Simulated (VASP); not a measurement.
Level of theory: PBE GGA, VASP's PBE PAW potentials (set 64) (plane waves; VASP 6.6.1).

VASP input:

**POSCAR**
```
Gd
1.0
  1.7791390000  -3.1852460000   0.0000000000
  1.7791390000   3.1852460000   0.0000000000
  0.0000000000   0.0000000000   5.6523990000
Gd
2
Cart
  1.7791390000   1.0617507902   1.4130997500
  1.8218952684  -1.0617507902   4.2392992500
```

### INCAR
```
SYSTEM  =  Gd
PREC  =  Accurate; ENCUT  =  600; LREAL  =  .FALSE.
LASPH  =  .TRUE.
EDIFF  =  1E-6; NELM  =  100; ALGO  =  Normal
LMAXMIX  =  6
ISMEAR  =  1; SIGMA  =  0.1
GGA  =  PE
ISIF  =  2
LWAVE  =  .FALSE.; LCHARG  =  .FALSE.
```

File KPOINTS:
```
Automatic mesh
0
Gamma
11 11 6
0 0 0
```

POTCAR, in this order: Gd_3 (PBE.64 set). Program: vasp_std.

The 4f electrons are frozen in the core of the lanthanide potential, so 4f levels, which can set the real gap, and their magnetism are missing.

### Question
Predict the energy per atom (σ→0), pressure, largest force, band gap (on the k-mesh).

### Answer

```
Property                                                     Value
------------------------  ----------------------------------------
energy per atom (σ→0)                               -4.576 eV/atom
band gap (on the k-mesh)  none (metal, semimetal or under 0.01 eV)
pressure                                                  1.19 GPa
largest force                                           0.056 eV/Å
```

File OSZICAR:
```
...
DAV:   6    -0.914350586707E+01   -0.19073E-02   -0.21101E-02  7104   0.118E+00    0.139E+01
DAV:   7    -0.915246492366E+01   -0.89591E-02   -0.38103E-02  6839   0.159E+00    0.212E-01
DAV:   8    -0.915215227349E+01    0.31265E-03   -0.21622E-03  7334   0.350E-01    0.605E-02
DAV:   9    -0.915215987368E+01   -0.76002E-05   -0.21507E-04  7920   0.108E-01    0.357E-02
DAV:  10    -0.915215449985E+01    0.53738E-05   -0.27316E-05  7356   0.373E-02    0.362E-02
DAV:  11    -0.915215622962E+01   -0.17298E-05   -0.40667E-06  7024   0.147E-02    0.361E-03
DAV:  12    -0.915215628630E+01   -0.56677E-07   -0.18455E-07  3707   0.330E-03
   1 F= -.91521563E+01 E0= -.91520703E+01  d E =-.257887E-03
```

The compound is Gd in the hcp structure. The cell was not relaxed at this level, atoms are displaced from their ideal sites. The run is one of a series of settings (ENCUT = 600 against the base run), some of them coarse on purpose.
